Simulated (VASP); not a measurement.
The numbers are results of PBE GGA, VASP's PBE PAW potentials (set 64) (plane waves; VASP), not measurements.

Input for VASP

### INCAR
```
! general
SYSTEM   =  Cd
PREC     =  Accurate
ENCUT    =  300
LREAL    =  .False.
LASPH    =  .True.

! electronic loop
EDIFF    =  1E-6
NELM     =  100
ALGO     =  Normal
LMAXMIX  =  4

! smearing
ISMEAR   =  -1
SIGMA    =  0.136

! functional
GGA      =  PE

! ions
ISIF     =  2

! output
LWAVE    =  .False.
LCHARG   =  .False.
```

File POSCAR:
```
Cd
1.0
  3.1421990000   0.0000000000   0.0000000000
 -1.5710990000   2.7212240000   0.0000000000
  0.0000000000   0.0000000000  10.1100460000
Cd
4
direct
 -0.0078090000  -0.0028550000  -0.0040760000
  0.0049940000  -0.0038950000   0.5012580000
  0.3373200000   0.6845250000   0.2501790000
  0.6654960000   0.3222250000   0.7526380000
```

**KPOINTS**
```
K-points
0
Gamma
3 3 1
```

POTCAR, in this order: Cd (PBE.64 set). Program: vasp_std.

Output

**OSZICAR**
```
       N       E                     dE             d eps       ncg     rms          rms(c)
DAV:   1     0.269982775683E+03    0.26998E+03   -0.19790E+04   296   0.113E+03
DAV:   2     0.619326743300E+01   -0.26379E+03   -0.25777E+03   296   0.353E+02
DAV:   3    -0.119607584408E+01   -0.73893E+01   -0.71771E+01   308   0.652E+01
DAV:   4    -0.126613253690E+01   -0.70057E-01   -0.67125E-01   296   0.315E+00
DAV:   5    -0.126657369290E+01   -0.44116E-03   -0.44102E-03   288   0.200E-01    0.752E+00
DAV:   6    -0.108901423288E+01    0.17756E+00   -0.51076E-01   300   0.709E+00    0.577E+00
DAV:   7    -0.107317160492E+01    0.15843E-01   -0.10651E-01   296   0.272E+00    0.155E+00
DAV:   8    -0.107084247156E+01    0.23291E-02   -0.15039E-02   288   0.135E+00    0.164E-01
DAV:   9    -0.107088561677E+01   -0.43145E-04   -0.19656E-04   304   0.244E-01    0.539E-02
DAV:  10    -0.107092206058E+01   -0.36444E-04   -0.23069E-05   300   0.736E-02    0.256E-02
DAV:  11    -0.107094046628E+01   -0.18406E-04   -0.19580E-05   288   0.442E-02    0.586E-03
DAV:  12    -0.107094051905E+01   -0.52764E-07   -0.10796E-06   152   0.163E-02
   1 F= -.10709405E+01 E0= -.91032566E+00  d E =-.321230E+00
```

OUTCAR:
```
------------------------ aborting loop because EDIFF is reached ----------------------------------------
  FORCE on cell =-STRESS in cart. coord.  units (eV):
  Direction    XX          YY          ZZ          XY          YZ          ZX
  --------------------------------------------------------------------------------------
  Total        1.4720991      1.9981847      7.8868015      0.0727055     -0.0083769      0.0129033
  in kB       27.2832768     37.0335291    146.1707188      1.3474928     -0.1552538      0.2391436
  external PRESSURE =      70.1625082 kB  Pullay stress =       0.0000000 kB
  volume of cell :       86.45
      direct lattice vectors                 reciprocal lattice vectors
     3.142199000  0.000000000  0.000000000     0.318248462  0.183740788  0.000000000
    -1.571099000  2.721224000  0.000000000     0.000000000  0.367481692  0.000000000
     0.000000000  0.000000000 10.110046000     0.000000000  0.000000000  0.098911518
 POSITION                                       TOTAL-FORCE (eV/Angst)
 -----------------------------------------------------------------------------------
      1.55105      2.71345     10.06884         0.019459      0.000797      0.141477
     -1.54929      2.71062      5.06774        -0.016892      0.007817     -0.018891
     -0.01553      1.86275      2.52932         0.001854     -0.001378     -0.022976
      1.58487      0.87685      7.60920        -0.004422     -0.007236     -0.099610
 -----------------------------------------------------------------------------------
    total drift:                               -0.000720      0.002010      0.002138
  FREE ENERGIE OF THE ION-ELECTRON SYSTEM (eV)
  ---------------------------------------------------
  free  energy   TOTEN  =        -1.0709405190 eV

  energy  without entropy=       -0.7497108018  energy(sigma->0) =       -0.91032566
```
(Selected blocks of OUTCAR.)

At this cut-off the stress carries a Pulay error, which pulls relaxed volumes low.

The structure was generated: Cd was put into an ordered model structure, which need not be its known phase. The cell was not relaxed at this level, atoms are displaced from their ideal sites. The k-mesh is coarse (spacing up to 0.77 per Å, 2π included), so the numbers may not be converged in it. The run is one of a series of settings (KPOINTS 3×3×1 Γ-centred mesh against the base run), some of them coarse on purpose.
